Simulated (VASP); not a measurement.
Level of theory: r2SCAN meta-GGA, VASP's PBE PAW potentials (set 64) (plane waves; VASP).

The input files of a VASP run:

**POSCAR**
```
LiH
1.0
  0.0000000000   1.9912254005   1.9912254005
  1.9912254005   0.0000000000   1.9912254005
  1.9912254005   1.9912254005   0.0000000000
Li H
1 1
Direct
  0.0000000000   0.0000000000   0.0000000000
  0.5000000000   0.5000000000   0.5000000000
```

### KPOINTS
```
Automatic mesh
0
Gamma
10 10 10
0 0 0
```

### INCAR
```
SYSTEM = LiH
PREC = Accurate; ENCUT = 520; LREAL = .FALSE.
LASPH = .TRUE.
EDIFF = 1E-6; NELM = 100; ALGO = Normal
LMIXTAU = .TRUE.
ISMEAR = 0; SIGMA = 0.05
METAGGA = R2SCAN
IBRION = 2; NSW = 60; ISIF = 3
EDIFFG = -0.01
LWAVE = .FALSE.; LCHARG = .FALSE.
```

POTCAR, in this order: Li_sv H (PBE.64 set). Program: vasp_std.

What will the output report for the number of irreducible k-points (NKPTS), number of bands (NBANDS), largest plane-wave count, number of space-group operations, FFT grid (NGX, NGY, NGZ)?

```json
{
 "number of irreducible k-points (NKPTS)": "47",
 "number of bands (NBANDS)": "6",
 "largest_plane_wave_count": "444",
 "number_of_space_group_operations": "48",
 "FFT grid (NGX, NGY, NGZ)": "24 × 24 × 24"
}
```

The structure was generated: LiH was put into the rock salt type (Fm-3m), which need not be its known phase. It was relaxed first, which changed the volume by +56 %. The start is the result of an earlier pass.
